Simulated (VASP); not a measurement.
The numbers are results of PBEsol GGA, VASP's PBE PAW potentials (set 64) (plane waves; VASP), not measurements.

VASP input:

### KPOINTS
```
Regular mesh
0
Gamma
 9 9 1
```

**POSCAR**
```
TiC(100) slab
1
    3.0370515747     0.0000000000     0.0000000000
    0.0000000000     3.0370515747    -0.0000000000
   -0.0000000000    -0.0000000000    27.7640116825
Ti C
6 6
Direct
  0.0000000000   0.5000000000   0.3066270000
  0.5000000000   0.0000000000   0.3839760000
  0.0000000000   0.5000000000   0.4613250000
  0.5000000000   0.0000000000   0.5386750000
  0.0000000000   0.5000000000   0.6160240000
  0.5000000000   0.0000000000   0.6933730000
  0.0000000000   0.5000000000   0.3839760000
  0.5000000000   0.0000000000   0.3066270000
  0.0000000000   0.5000000000   0.5386750000
  0.5000000000   0.0000000000   0.4613250000
  0.0000000000   0.5000000000   0.6933730000
  0.5000000000   0.0000000000   0.6160240000
```

INCAR:
```
SYSTEM = TiC(100) slab
PREC = Normal
ENCUT = 450
EDIFF = 1E-5
NELM = 100
ALGO = Normal
LREAL = .FALSE.
LASPH = .TRUE.
ISMEAR = 1
SIGMA = 0.1
GGA = PS
LMAXMIX = 4
LWAVE = .TRUE.
LCHARG = .FALSE.
NELMIN = 4
LDIPOL = .TRUE.
IDIPOL = 3
DIPOL = 0.5 0.5 0.5
IBRION = 2
ISIF = 2
NSW = 50
EDIFFG = -0.03
```

POTCAR, in this order: Ti_sv C (PBE.64 set). Program: vasp_std.

Output of the run:

### OSZICAR
```
       N       E                     dE             d eps       ncg     rms          rms(c)
DAV:   1     0.128268408259E+04    0.12827E+04   -0.46936E+04  1830   0.165E+03
DAV:   2     0.632489597692E+02   -0.12194E+04   -0.11862E+04  1852   0.544E+02
DAV:   3    -0.124472691779E+03   -0.18772E+03   -0.18327E+03  2612   0.194E+02
DAV:   4    -0.149101512005E+03   -0.24629E+02   -0.24520E+02  2548   0.618E+01
DAV:   5    -0.151039507162E+03   -0.19380E+01   -0.19371E+01  2668   0.175E+01    0.467E+01
DAV:   6    -0.119670948336E+03    0.31369E+02   -0.31212E+02  2400   0.904E+01    0.164E+01
DAV:   7    -0.117004820716E+03    0.26661E+01   -0.56949E+01  2308   0.357E+01    0.105E+01
DAV:   8    -0.116846325420E+03    0.15850E+00   -0.68787E+00  2484   0.165E+01    0.520E+00
DAV:   9    -0.116655212307E+03    0.19111E+00   -0.49027E+00  2435   0.159E+01    0.238E+00
DAV:  10    -0.116495250885E+03    0.15996E+00   -0.15813E+00  2528   0.858E+00    0.109E+00
DAV:  11    -0.116485837889E+03    0.94130E-02   -0.30055E-01  2459   0.461E+00    0.893E-01
DAV:  12    -0.116480941905E+03    0.48960E-02   -0.10532E-01  2492   0.213E+00    0.408E-01
DAV:  13    -0.116479250392E+03    0.16915E-02   -0.20784E-02  2404   0.130E+00    0.257E-01
DAV:  14    -0.116478903362E+03    0.34703E-03   -0.12610E-02  2348   0.945E-01    0.905E-02
DAV:  15    -0.116479179790E+03   -0.27643E-03   -0.24080E-03  2356   0.436E-01    0.667E-02
DAV:  16    -0.116480419626E+03   -0.12398E-02   -0.19903E-03  2187   0.257E-01    0.389E-02
DAV:  17    -0.116480980618E+03   -0.56099E-03   -0.37533E-04  2300   0.104E-01    0.251E-02
DAV:  18    -0.116481508216E+03   -0.52760E-03   -0.17085E-04  1964   0.706E-02    0.129E-02
DAV:  19    -0.116481741653E+03   -0.23344E-03   -0.43150E-05  1492   0.275E-02    0.753E-03
DAV:  20    -0.116481898313E+03   -0.15666E-03   -0.60641E-05  1500   0.239E-02    0.576E-03
DAV:  21    -0.116481950242E+03   -0.51928E-04   -0.76064E-06  1372   0.232E-02    0.348E-03
DAV:  22    -0.116482013888E+03   -0.63647E-04   -0.74516E-06  1371   0.106E-02    0.483E-03
DAV:  23    -0.116482084575E+03   -0.70686E-04   -0.10971E-05  1374   0.225E-02    0.252E-03
DAV:  24    -0.116482101027E+03   -0.16453E-04   -0.15969E-06  1278   0.557E-03    0.168E-03
DAV:  25    -0.116482125634E+03   -0.24607E-04   -0.25698E-06  1309   0.478E-03    0.938E-04
DAV:  26    -0.116482131582E+03   -0.59477E-05   -0.42660E-07  1246   0.299E-03
   1 F= -.11648213E+03 E0= -.11648246E+03  d E =-.116482E+03
       N       E                     dE             d eps       ncg     rms          rms(c)
DAV:   1    -0.115956631090E+03    0.52549E+00   -0.53491E+01  1983   0.764E+01    0.227E+00
DAV:   2    -0.116639375171E+03   -0.68274E+00   -0.79390E+00  2049   0.154E+01    0.159E+00
DAV:   3    -0.116647980904E+03   -0.86057E-02   -0.55730E-01  2509   0.646E+00    0.815E-01
DAV:   4    -0.116645833138E+03    0.21478E-02   -0.10182E-01  2402   0.453E+00    0.572E-01
DAV:   5    -0.116640604413E+03    0.52287E-02   -0.36189E-02  2447   0.226E+00    0.200E-01
DAV:   6    -0.116641543982E+03   -0.93957E-03   -0.11401E-02  2272   0.953E-01    0.941E-02
DAV:   7    -0.116641534207E+03    0.97745E-05   -0.19592E-03  2506   0.485E-01    0.503E-02
DAV:   8    -0.116641557248E+03   -0.23041E-04   -0.37762E-04  2426   0.176E-01    0.228E-02
DAV:   9    -0.116641610024E+03   -0.52776E-04   -0.12377E-04  2419   0.102E-01    0.131E-02
DAV:  10    -0.116641650092E+03   -0.40068E-04   -0.50234E-05  1874   0.657E-02    0.548E-03
DAV:  11    -0.116641689831E+03   -0.39738E-04   -0.84814E-06  1290   0.233E-02    0.322E-03
DAV:  12    -0.116641741261E+03   -0.51431E-04   -0.14276E-05  1361   0.149E-02    0.408E-03
DAV:  13    -0.116641763627E+03   -0.22366E-04   -0.44255E-06  1224   0.142E-02    0.213E-03
DAV:  14    -0.116641768564E+03   -0.49367E-05   -0.14631E-06  1055   0.592E-03
   2 F= -.11664177E+03 E0= -.11664070E+03  d E =-.159637E+00
       N       E                     dE             d eps       ncg     rms          rms(c)
DAV:   1    -0.116638667073E+03    0.30966E-02   -0.31008E-01  1974   0.591E+00    0.171E-01
DAV:   2    -0.116642812151E+03   -0.41451E-02   -0.48509E-02  2045   0.119E+00    0.140E-01
DAV:   3    -0.116642874392E+03   -0.62240E-04   -0.35933E-03  2439   0.623E-01    0.737E-02
DAV:   4    -0.116642873918E+03    0.47328E-06   -0.63216E-04  2307   0.326E-01    0.536E-02
DAV:   5    -0.116642832929E+03    0.40989E-04   -0.28900E-04  2330   0.242E-01    0.157E-02
DAV:   6    -0.116642838845E+03   -0.59161E-05   -0.77998E-05  1977   0.792E-02
   3 F= -.11664284E+03 E0= -.11664168E+03  d E =-.160707E+00
       N       E                     dE             d eps       ncg     rms          rms(c)
DAV:   1    -0.116644637212E+03   -0.18043E-02   -0.68833E-01  1749   0.551E+00    0.161E-01
DAV:   2    -0.116646999726E+03   -0.23625E-02   -0.31934E-02  2275   0.118E+00    0.151E-01
DAV:   3    -0.116646787374E+03    0.21235E-03   -0.38210E-03  2467   0.692E-01    0.837E-02
DAV:   4    -0.116646683033E+03    0.10434E-03   -0.10468E-03  2336   0.327E-01    0.501E-02
DAV:   5    -0.116646664987E+03    0.18046E-04   -0.32404E-04  2179   0.194E-01    0.140E-02
DAV:   6    -0.116646665069E+03   -0.81880E-07   -0.62467E-05  2114   0.796E-02
   4 F= -.11664667E+03 E0= -.11664563E+03  d E =-.382622E-02
       N       E                     dE             d eps       ncg     rms          rms(c)
DAV:   1    -0.116646660037E+03    0.49503E-05   -0.12844E-01  1753   0.239E+00    0.710E-02
DAV:   2    -0.116647105299E+03   -0.44526E-03   -0.60444E-03  2259   0.518E-01    0.667E-02
DAV:   3    -0.116647068039E+03    0.37260E-04   -0.74382E-04  2467   0.303E-01    0.374E-02
DAV:   4    -0.116647048338E+03    0.19702E-04   -0.19714E-04  2224   0.142E-01    0.218E-02
DAV:   5    -0.116647045997E+03    0.23412E-05   -0.59499E-05  1970   0.842E-02
   5 F= -.11664705E+03 E0= -.11664605E+03  d E =-.420715E-02
       N       E                     dE             d eps       ncg     rms          rms(c)
DAV:   1    -0.116645632285E+03    0.14161E-02   -0.82200E-02  2020   0.386E+00    0.908E-02
DAV:   2    -0.116647278054E+03   -0.16458E-02   -0.18954E-02  1726   0.734E-01    0.523E-02
DAV:   3    -0.116647326339E+03   -0.48285E-04   -0.89911E-04  2385   0.195E-01    0.299E-02
DAV:   4    -0.116647334184E+03   -0.78455E-05   -0.85563E-05  2138   0.117E-01
   6 F= -.11664733E+03 E0= -.11664639E+03  d E =-.288188E-03
```

File OUTCAR:
```
------------------------ aborting loop because EDIFF is reached ----------------------------------------
  FORCE on cell =-STRESS in cart. coord.  units (eV):
  Direction    XX          YY          ZZ          XY          YZ          ZX
  --------------------------------------------------------------------------------------
  Total       -4.8193429     -4.8193429     -0.9634226      0.0000000      0.0000000     -0.0000000
  in kB      -30.1517036    -30.1517036     -6.0275503      0.0000000      0.0000000     -0.0000000
  external PRESSURE =     -22.1103192 kB  Pullay stress =       0.0000000 kB
  volume of cell :      256.09
      direct lattice vectors                 reciprocal lattice vectors
     3.037051575  0.000000000  0.000000000     0.329266717  0.000000000  0.000000000
     0.000000000  3.037051575  0.000000000     0.000000000  0.329266717  0.000000000
     0.000000000  0.000000000 27.764011683     0.000000000  0.000000000  0.036017850
 POSITION                                       TOTAL-FORCE (eV/Angst)
 -----------------------------------------------------------------------------------
      3.03705      1.51853      8.58179         0.000000      0.000000      0.009479
      1.51853      0.00000     10.67787         0.000000      0.000000      0.013378
      0.00000      1.51853     12.81061        -0.000000      0.000000      0.014644
      1.51853      3.03705     14.95340         0.000000      0.000000     -0.014644
      3.03705      1.51853     17.08614        -0.000000     -0.000000     -0.013378
      1.51853      0.00000     19.18222         0.000000      0.000000     -0.009479
      0.00000      1.51853     10.64597         0.000000      0.000000      0.017976
      1.51853      0.00000      8.46179         0.000000      0.000000      0.014267
      0.00000      1.51853     14.96971         0.000000      0.000000     -0.022614
      1.51853      0.00000     12.79431         0.000000      0.000000      0.022614
      0.00000      1.51853     19.30223         0.000000      0.000000     -0.014267
      1.51853      0.00000     17.11804         0.000000      0.000000     -0.017976
 -----------------------------------------------------------------------------------
    total drift:                                0.000000      0.000000      0.000000
  FREE ENERGIE OF THE ION-ELECTRON SYSTEM (eV)
  ---------------------------------------------------
  free  energy   TOTEN  =      -116.6473341844 eV

  energy  without entropy=     -116.6444982415  energy(sigma->0) =     -116.64638887

 reached required accuracy - stopping structural energy minimisation
```
(Selected blocks of OUTCAR.)

**CONTCAR**
```
TiC(100) slab
   1.00000000000000
     3.0370515747000000    0.0000000000000000    0.0000000000000000
     0.0000000000000000    3.0370515747000000    0.0000000000000000
     0.0000000000000000    0.0000000000000000   27.7640116825000014
  Ti              C
     6     6
Direct
     1.0000000000000000    0.5000000000000000    0.3090976558031347
     0.5000000000000000    0.0000000000000000    0.3845939457437050
     0.0000000000000000    0.5000000000000000    0.4614107402069759
     0.5000000000000000    1.0000000000000000    0.5385892597930240
     1.0000000000000000    0.5000000000000000    0.6154060542562950
     0.5000000000000000    0.0000000000000000    0.6909023441968654
     0.0000000000000000    0.5000000000000000    0.3834449243988147
     0.5000000000000000    0.0000000000000000    0.3047753484528287
     0.0000000000000000    0.5000000000000000    0.5391766095141028
     0.5000000000000000    0.0000000000000000    0.4608233904858972
     0.0000000000000000    0.5000000000000000    0.6952246515471713
     0.5000000000000000    0.0000000000000000    0.6165550756011853
```

At this cut-off the stress carries a Pulay error, which pulls relaxed volumes low.

The cell is a thin slab with vacuum, built from TiC (rock salt): (100) face.
